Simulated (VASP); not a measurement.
```yaml
crystal:
  lattice:
    - [4.64150, 0.00000, 0.00000]
    - [-2.32075, 4.01966, 0.00000]
    - [0.00000, 0.00000, 8.11363]
  atoms:
    - { symbol: K, position: [0.00000, 0.00000, 0.00000] }
    - { symbol: K, position: [0.00000, 0.00000, 0.50000] }
    - { symbol: Br, position: [0.33333, 0.66667, 0.25000] }
    - { symbol: Br, position: [0.66667, 0.33333, 0.75000] }
```

The numbers are results of PBE GGA, VASP's PBE PAW potentials (set 64) (plane waves; VASP), not measurements. Run with 400 eV cut-off, 6×6×3 Γ-centred mesh, tetrahedra with Blöchl corrections, potentials K_sv Br.

The cores are frozen, which limits the accuracy of field gradients.

**Question.** Give the principal components of the electric field gradient (V/Å²) and the asymmetry η at each nucleus.

**Answer.** 
| atom | Vxx | Vyy | Vzz | η |
|---|---|---|---|---|
| K1 | 0.5 | 0.5 | -0.9 | 0.00 |
| K2 | 0.5 | 0.5 | -0.9 | 0.00 |
| Br3 | -7.1 | -7.1 | 14.2 | 0.00 |
| Br4 | -7.1 | -7.1 | 14.2 | 0.00 |

The structure was generated: KBr was put into the NiAs type type (P6_3/mmc), which need not be its known phase. It was relaxed first, which changed the volume by -8 %.
